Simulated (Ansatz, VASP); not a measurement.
**Cross-check of H3CO3 between VASP and Ansatz**

Wanted: the spread between two codes on one cell, functional and k mesh. The structure shown is the start of the Ansatz relaxation below; VASP solves that cell, so the two are compared at the walk's first step.

Calculated with Ansatz 0.2.0; plane waves, with VASP 6.6.1 beside it; single point at PBEsol with D3(BJ), single point at LDA and single point at r2SCAN.

### 1. The starting structure

It takes space group P2_1/c (No. 14, monoclinic). The conventional cell has a = 6.051 Å, b = 3.548 Å, c = 11.827 Å, α = 90.00°, β = 103.16°, γ = 90.00°. Nearest to O lie 1 H at 1.03 Å and 1 C at 1.27 Å. O has 1 C at 1.21 Å nearest. Nearest to O lie 2 H at 0.94 to 0.95 Å. Nearest to C lie 2 O at 1.21 to 1.27 Å and 1 C at 1.53 Å. Nearest to H lie 1 O at 0.95 Å. Nearest to H lie 1 O at 1.03 Å. Farther neighbours and most contacts between anions are not listed.

### 2. Ansatz: relaxation, PBEsol with D3(BJ)

Ansatz runs on its default PAW (the set named soft_2) files.

The two programs are compared at the cell with which this relaxation starts, whose forces are those of its first step.

input.yaml reads:

```yaml
crystal:
  lattice:
    - [6.0514, 0.0, 0.0]
    - [0.0, 3.5482, 0.0]
    - [-2.6925611454, 0.0, 11.5161720006]
  atoms:
    - { symbol: O, position: [0.9359, 0.4423, 0.3513] }
    - { symbol: O, position: [0.0641, 0.9423, 0.1487] }
    - { symbol: O, position: [0.0641, 0.5577, 0.6487] }
    - { symbol: O, position: [0.9359, 0.0577, 0.8513] }
    - { symbol: O, position: [0.7432, 0.7316, 0.4641] }
    - { symbol: O, position: [0.2568, 0.2316, 0.0359] }
    - { symbol: O, position: [0.2568, 0.2684, 0.5359] }
    - { symbol: O, position: [0.7432, 0.7684, 0.9641] }
    - { symbol: O, position: [0.6307, 0.6143, 0.18] }
    - { symbol: O, position: [0.3693, 0.1143, 0.32] }
    - { symbol: O, position: [0.3693, 0.3857, 0.82] }
    - { symbol: O, position: [0.6307, 0.8857, 0.68] }
    - { symbol: C, position: [0.90433, 0.556, 0.44853] }
    - { symbol: C, position: [0.09567, 0.056, 0.05147] }
    - { symbol: C, position: [0.09567, 0.444, 0.55147] }
    - { symbol: C, position: [0.90433, 0.944, 0.94853] }
    - { symbol: H, position: [0.6864, 0.687, 0.1141] }
    - { symbol: H, position: [0.3136, 0.187, 0.3859] }
    - { symbol: H, position: [0.3136, 0.313, 0.8859] }
    - { symbol: H, position: [0.6864, 0.813, 0.6141] }
    - { symbol: H, position: [0.8068, 0.5104, 0.2818] }
    - { symbol: H, position: [0.1932, 0.0104, 0.2182] }
    - { symbol: H, position: [0.1932, 0.4896, 0.7182] }
    - { symbol: H, position: [0.8068, 0.9896, 0.7818] }
    - { symbol: H, position: [0.5118, 0.444, 0.1514] }
    - { symbol: H, position: [0.4882, 0.944, 0.3486] }
    - { symbol: H, position: [0.4882, 0.556, 0.8486] }
    - { symbol: H, position: [0.5118, 0.056, 0.6514] }
kpoints:
  mp_grid: { grid: [3, 5, 2] }
scf:
  occupations: { method: fixed }
hamiltonian:
  xc: pbesol
  dispersion: d3bj
relax:
  f_tol: 0.01
  max_steps: 90
  cell: {}
output:
  forces: true
```

Launch:

```
> ansatz run input.yaml --threads 4 --pin off --max-ram 24576MiB --backend cpu --events-out ev --progress --plain --runs-dir out
```

Numbers of over 12 decimals in the logs are rounded to 6 here.

The log of the run:

```text
Engine: ansatz 0.2.0, aarch64-unknown-linux-gnu
Pseudopotentials: kind: paw
Pseudopotential: O, paw, valence charge 6, recommended cutoff 420 eV (normal), O.paw.azcp
Pseudopotential: C, paw, valence charge 4, recommended cutoff 420 eV (normal), C.paw.azcp
Pseudopotential: H, paw, valence charge 1, recommended cutoff 420 eV (normal), H.paw.azcp
Functional definition: PBEsol
  exchange = pbesol_x
  correlation = pbesol_c
Crystal: 28 atoms, lattice volume = 247.270 Å³
Basis set: ecut = 420 eV, 4805 PW (Γ), exchange–correlation on 90×48×160 points (8 copies of the dense FFT grid, shifted against one another)
Bands: 78, of which v1, the nominal top of the filled ones, is band 50 counted from 1 (49 counted from 0)
Symmetry: 4 space group operations
Space group: P21/c (ITA 14), of the structure as read, at distance tolerance 6.3e-5 Å
k-points: 12 of 30
Non-local potential: O, projectors of the file, l = 0: 2, l = 1: 2, l = 2: 1
Non-local potential: C, projectors of the file, l = 0: 2, l = 1: 2, l = 2: 1
Non-local potential: H, projectors of the file, l = 0: 2, l = 1: 1
PAW form: soft (Blöchl's): semilocal exchange-correlation on the pseudo side does not see the compensation charge
PAW frozen core: O, regenerated for the run's functional, and the local potential with it (the file was generated under x = pbe(κ = 0.804, μ = 0.219515), c = pbe(β = 0.066725))
PAW frozen core: C, regenerated for the run's functional, and the local potential with it (the file was generated under x = pbe(κ = 0.804, μ = 0.219515), c = pbe(β = 0.066725))
PAW one-centre angular grid: O, 110 points (default); XC on 64 Gauss nodes
PAW one-centre angular grid: C, 110 points (default); XC on 64 Gauss nodes
PAW one-centre angular grid: H, 110 points (default); XC on 64 Gauss nodes
Initial density: superposition of atomic densities (neutral atoms: chi_scale 0, normalization atom), corrected by the library's trained network
Initial wavefunctions: pseudopotential atomic-orbital guess
Functional: x = pbesol(κ = 0.804, μ = 0.123457), c = pbesol(β = 0.046)
SCF iter   1: F=—  HF=-7905.168199 eV  |F-HF|=—  |Δ(HF+E_count)|=         —  Δρ=9.66e-3  dr2=1.71e-1  ethr=1.77e-3  ⟨swp⟩=5.0  Hψ=3182  notcnv=0  defer=310
preconditioner: auto → Resta (q_TF=auto, 2.346 Å⁻¹)  ε∞=2.6  [insulator: Δε(μ)=3.453 eV  Ē_g=18.680 eV  n_scr=58 (ndim 8)  ℏωp=23.6 eV  f_vac=0.147  ε∞_Penn≈2.6]
SCF iter   2: F=—  HF=-7905.117621 eV  |F-HF|=—  |Δ(HF+E_count)|=   5.06e-2  Δρ=2.79e-3  dr2=1.41e-2  ethr=1.71e-4  ⟨swp⟩=2.0  Hψ=1483  notcnv=0  defer=312
SCF iter   3: F=—  HF=-7905.115337 eV  |F-HF|=—  |Δ(HF+E_count)|=   2.28e-3  Δρ=1.28e-3  dr2=3.21e-3  ethr=1.41e-5  ⟨swp⟩=2.0  Hψ=1300  notcnv=0  defer=84
automatic band count: iteration 3 solves 59 bands in place of 78: the levels show a gap, and the empty bands left out lie too high to hold charge; the band table lists the bands solved (type scf.n_extra_bands for more)
SCF iter   4: F=—  HF=-7905.115023 eV  |F-HF|=—  |Δ(HF+E_count)|=   3.14e-4  Δρ=6.46e-4  dr2=9.91e-4  ethr=3.21e-6  ⟨swp⟩=2.7  Hψ=1017  notcnv=0  defer=84
SCF iter   5: F=—  HF=-7905.115024 eV  |F-HF|=—  |Δ(HF+E_count)|=   1.02e-6  Δρ=2.43e-4  dr2=1.42e-4  ethr=9.91e-7  ⟨swp⟩=2.0  Hψ=1095  notcnv=0  defer=84
SCF iter   6: F=—  HF=-7905.115020 eV  |F-HF|=—  |Δ(HF+E_count)|=   3.78e-6  Δρ=6.38e-5  dr2=7.85e-6  ethr=1.42e-7  ⟨swp⟩=2.2  Hψ=1235  notcnv=0  defer=51
SCF iter   7: F=—  HF=-7905.115122 eV  |F-HF|=—  |Δ(HF+E_count)|=   1.02e-4  Δρ=3.06e-5  dr2=2.16e-6  ethr=7.85e-9  ⟨swp⟩=2.3  Hψ=1398  notcnv=0  defer=38
SCF iter   8: F=-7905.115123 eV  HF=-7905.115123 eV  |F-HF|=1.48e-7  |Δ(HF+E_count)|=   9.88e-7  Δρ=7.60e-6  dr2=7.93e-8  ethr=1.00e-10  ⟨swp⟩=4.0  Hψ=3267  notcnv=0
SCF 1 converged in 8 iterations: F = -7905.115123 eV  dr2 = 7.93e-8
  greatest PAW one-centre occupation: 0.875 electrons in one spin orbital (limit 2), on the O atom at site 7 (counted from 0), in its partial waves of l = 0
relax step   1: F+E_penalty+E_count = -7905.11512305 eV  Δ(F+E_penalty+E_count) = +0.000e0 eV  max|allowed force component| = 1.841e0 eV/Å  Δτ_max = 0.0000 Å  P = +7.322 GPa  Ω = 247.270 Å³  (8 SCF iters, dr2 threshold 1.00e-7 eV, accepted)
[...]
relax step  22: F+E_penalty+E_count = -7906.14369227 eV  Δ(F+E_penalty+E_count) = -1.218e-3 eV  max|allowed force component| = 3.187e-3 eV/Å  Δτ_max = 0.0022 Å  P = -0.014 GPa  Ω = 229.665 Å³  energy of the carried Pulay correction = +9.295e-4 eV  (6 SCF iters, dr2 threshold 1.00e-8 eV, accepted)
[...]
relax step  23: F+E_penalty+E_count = -7906.14308262 eV  Δ(F+E_penalty+E_count) = +6.097e-4 eV  max|allowed force component| = 3.230e-3 eV/Å  Δτ_max = 0.0000 Å  P = -0.015 GPa  Ω = 229.665 Å³  stress off target by 2.92e-2 GPa  SCF on the basis re-selected at this cell (its energy is not comparable with the rows above)  (5 SCF iters)
basis re-selected at this cell: Δ(F+E_penalty+E_count) = +6.097e-4 eV, ΔP = -0.001 GPa vs the last step (what re-selecting the basis moved, of the pressure what is left beyond the Pulay correction that the steps carried, after the strain that the cell walked since its last selection, with what the two solves' SCF thresholds leave and, on support functions, any second-order correction that the steps lacked; it is no m [...]
SCF converged after 5 iterations
Free energy (F): -7906.143083 eV
Harris-Foulkes:  -7906.143083 eV  (|F-HF|=3.71e-10)
Internal energy: -7906.143083 eV  (E = F + TS)
E sigma→0 (E₀):  -7906.143083 eV
Fermi energy:    0.841532 eV
--- Per-component energies (eV) ---
  E_band       = -721.219280
  E_kinetic    = 2617.910589
  E_local      = -6645.631524  (includes V_loc(G=0)·N_el)
  E_nonlocal   = 711.601430
  E_hartree    = 2271.968806
  E_xc         = -1157.440634
  E_vxc        = -1478.582222  (∫ρ·V_xc dr)
  E_paw        = -2221.856609  (= ΣΔE_a)
  E_vpaw       = -470.473004  (= ΣTr[D̂ρ^β])
  E_aug_tail   = 0.017377  (compensation charges beyond the density's cutoff)
  E_ewald      = -3482.020247
  E_disp       = -1.200128  (pairwise vdW)
  E_core_change = 0.507857  (= ΣΔE_core)
  E_smearing   = -0.000000  (= −TS)
  E_closure    = 0.000000  (closes the sum)
  Σ components = -7906.143083   (vs F -7906.143083, Δ=0.00e0)
--- Forces (eV/Å), atoms counted from 1 ---
  atom   1  O     -0.00028066     0.00042082     0.00298289
  atom   2  O      0.00028066     0.00042082    -0.00298289
  atom   3  O      0.00028066    -0.00042082    -0.00298289
  atom   4  O     -0.00028066    -0.00042082     0.00298289
  atom   5  O     -0.00129125     0.00054465     0.00144420
  atom   6  O      0.00129125     0.00054465    -0.00144420
  atom   7  O      0.00129125    -0.00054465    -0.00144420
  atom   8  O     -0.00129125    -0.00054465     0.00144420
  atom   9  O      0.00020776    -0.00188819    -0.00062756
  atom  10  O     -0.00020776    -0.00188819     0.00062756
  atom  11  O     -0.00020776     0.00188819     0.00062756
  atom  12  O      0.00020776     0.00188819    -0.00062756
  atom  13  C      0.00322990    -0.00134755    -0.00163538
  atom  14  C     -0.00322990    -0.00134755     0.00163538
  atom  15  C     -0.00322990     0.00134755     0.00163538
  atom  16  C      0.00322990     0.00134755    -0.00163538
  atom  17  H     -0.00241239    -0.00143288     0.00120446
  atom  18  H      0.00241239    -0.00143288    -0.00120446
  atom  19  H      0.00241239     0.00143288    -0.00120446
  atom  20  H     -0.00241239     0.00143288     0.00120446
  atom  21  H     -0.00111840     0.00061578    -0.00225910
  atom  22  H      0.00111840     0.00061578     0.00225910
  atom  23  H      0.00111840    -0.00061578     0.00225910
  atom  24  H     -0.00111840    -0.00061578    -0.00225910
  atom  25  H      0.00206651     0.00207071     0.00019957
  atom  26  H     -0.00206651     0.00207071    -0.00019957
  atom  27  H     -0.00206651    -0.00207071    -0.00019957
  atom  28  H      0.00206651    -0.00207071     0.00019957
  max |Σ_I F_I| component: 1.73e-18 eV/Å
--- Stress (GPa, compression-positive) ---
       -0.024822       0.000000       0.004779
        0.000000       0.005096       0.000000
        0.004782       0.000000      -0.024000
  P = ⅓ Tr σ = -0.0146 GPa (-0.146 kbar)
--- Relaxed structure (20 steps of the walk, 19 accepted, 3 SCFs on fresh bases) ---
  F+E_penalty+E_count = -7906.14308262 eV   max|allowed force component| = 3.230e-3 eV/Å   (the final SCF, on the basis selected at the relaxed cell)
  cell:  # Å, volume = 229.6654 Å³
    - [5.747695, 0, -0.112130]
    - [0, 3.573955, 0]
    - [-2.770818, 0, 11.234336]
  atoms:
    - { symbol: O, position: [0.924519, 0.454633, 0.345286] }
    - { symbol: O, position: [0.075481, 0.954633, 0.154714] }
    - { symbol: O, position: [0.075481, 0.545367, 0.654714] }
    - { symbol: O, position: [0.924519, 0.045367, 0.845286] }
    - { symbol: O, position: [0.729417, 0.751632, 0.464140] }
    - { symbol: O, position: [0.270583, 0.251632, 0.035860] }
    - { symbol: O, position: [0.270583, 0.248368, 0.535860] }
    - { symbol: O, position: [0.729417, 0.748368, 0.964140] }
    - { symbol: O, position: [0.619000, 0.636434, 0.163570] }
    - { symbol: O, position: [0.381000, 0.136434, 0.336430] }
    - { symbol: O, position: [0.381000, 0.363566, 0.836430] }
    - { symbol: O, position: [0.619000, 0.863566, 0.663570] }
    - { symbol: C, position: [0.899754, 0.559712, 0.444710] }
    - { symbol: C, position: [0.100246, 0.059712, 0.055290] }
    - { symbol: C, position: [0.100246, 0.440288, 0.555290] }
    - { symbol: C, position: [0.899754, 0.940288, 0.944710] }
    - { symbol: H, position: [0.697660, 0.698296, 0.095937] }
    - { symbol: H, position: [0.302340, 0.198296, 0.404063] }
    - { symbol: H, position: [0.302340, 0.301704, 0.904063] }
    - { symbol: H, position: [0.697660, 0.801704, 0.595937] }
    - { symbol: H, position: [0.751973, 0.547025, 0.244492] }
    - { symbol: H, position: [0.248027, 0.047025, 0.255508] }
    - { symbol: H, position: [0.248027, 0.452975, 0.755508] }
    - { symbol: H, position: [0.751973, 0.952975, 0.744492] }
    - { symbol: H, position: [0.484015, 0.450133, 0.128826] }
    - { symbol: H, position: [0.515985, 0.950133, 0.371174] }
    - { symbol: H, position: [0.515985, 0.549867, 0.871174] }
    - { symbol: H, position: [0.484015, 0.049867, 0.628826] }
```

[end of part 1 of 3]

[Lines on the potential files, build, host, timing and source positions are cut from VASP's logs without a mark.]

[Logs are printed without paths, hosts, clocks, repeated set-up lines and the standing remarks that a program may print on its own settings, such as how far it seeks lower states.]

[Hosts, paths, dates, database ids (printed as entryN), source tags and the programs' standing remarks are cut or masked in the printed files.]
